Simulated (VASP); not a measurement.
Write the native input for VASP 6.6.1 that does the following.

* Task: single point
* Functional: PBE
* Potentials or basis: VASP PAW PBE potentials, release 64 (Hf_pv, W_sv, F)
* Cutoff: 520 eV
* k mesh: 7 × 7 × 6
* Occupations: fermi-dirac, width 0.05 eV
* Spin: no spin polarisation
* Further INCAR settings: ALGO = Normal; EDIFF = 1e-07; NBANDS = 30

The structure of HfWF3 lies in POSCAR:

```
HfWF3
1.0
    4.5050593600      0.0000000000      0.0000000000
   -2.2525296800      3.9014958500      0.0000000000
    0.0000000000      0.0000000000      4.6932753800
Hf W F
1 1 3
Direct
    0.0000000000      0.0000000000      0.5000000000
    0.0000000000      0.0000000000      0.0000000000
    0.5000000000      0.0000000000      0.0000000000
    0.0000000000      0.5000000000      0.0000000000
    0.5000000000      0.5000000000      0.0000000000
```

The cell was built by a generator and needn't be a form met in nature.

These files were run (other wordings do the same):

INCAR

```
SYSTEM = HfWF3
PREC     = Accurate       ! precision mode
ENCUT    = 520            ! plane-wave cutoff, eV
EDIFF    = 1E-7           ! SCF threshold, eV
ISMEAR   = -1             ! smearing method
SIGMA    = 0.05           ! smearing width, eV
LREAL    = .FALSE.        ! projectors in reciprocal space
LASPH    = .TRUE.         ! aspherical terms in the spheres
NELM     = 80             ! most SCF steps
ALGO     = Normal         ! electronic algorithm
ISIF     = 2              ! what is computed and relaxed
LWAVE    = .FALSE.        ! write WAVECAR
LCHARG   = .TRUE.         ! write CHGCAR
GGA      = PE             ! functional
LELF     = .TRUE.         ! ELF
LVHAR    = .TRUE.       
NBANDS   = 30             ! bands
```

KPOINTS

```
regular mesh
0
G
  7 7 6
  0 0 0
```

Potentials or basis: VASP PAW PBE potentials, release 64 (Hf_pv, W_sv, F).

Command:

```console
$ cat potpaw_PBE.64/Hf_pv/POTCAR potpaw_PBE.64/W_sv/POTCAR potpaw_PBE.64/F/POTCAR > POTCAR
$ mpirun -np 1 vasp_std > vasp.out
```

It gave:

The pressure is 6.1 GPa and the band gap on the k mesh is none (metal or under the smearing width).

Caveat: an odd number of electrons without spin polarisation forces a metal; a magnetic or distorted state may lie lower.

It took 100 s on 1 thread of Intel(R) Xeon(R) Platinum 8259CL CPU @ 2.50GHz (Skylake/Cascade Lake) (shared host), peak memory 0.24 GiB.
